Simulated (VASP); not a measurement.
Here is the system:

```yaml
crystal:
  lattice:
    - [-3.22810, 3.22810, 6.47047]
    - [3.22810, -3.22810, 6.47047]
    - [3.22810, 3.22810, -6.47047]
  atoms:
    - { symbol: Mg, position: [0.75000, 0.25000, 0.50000] }
    - { symbol: Mg, position: [0.00000, 0.00000, 0.00000] }
    - { symbol: Cd, position: [0.25000, 0.75000, 0.50000] }
    - { symbol: Cd, position: [0.50000, 0.50000, 0.00000] }
    - { symbol: Te, position: [0.62939, 0.62500, 0.50439] }
    - { symbol: Te, position: [0.37500, 0.87939, 0.00439] }
    - { symbol: Te, position: [0.12061, 0.12500, 0.49561] }
    - { symbol: Te, position: [0.87500, 0.37061, 0.99561] }
```

Calculation: PBEsol GGA, VASP's PBE PAW potentials (set 64) (plane waves; VASP). Run with 400 eV cut-off, 6×6×6 Γ-centred mesh, tetrahedra with Blöchl corrections, potentials Mg Cd Te.

Q: The job: MgCdTe2 (space group I-42d), 8 atoms, PBEsol, static run, 400 eV, 6×6×6 Γ-centred mesh. Roughly how much core time does it take on a busy server core?

A: About 10 core-minutes (one run on a shared machine, a rough figure). It had 30 irreducible k-points, 31 bands, up to 4954 plane waves and 18 electronic steps.

The structure comes from a computed database's MgCdTe2 entry (I-42d); how it stands against other phases isn't given here. It was relaxed first.
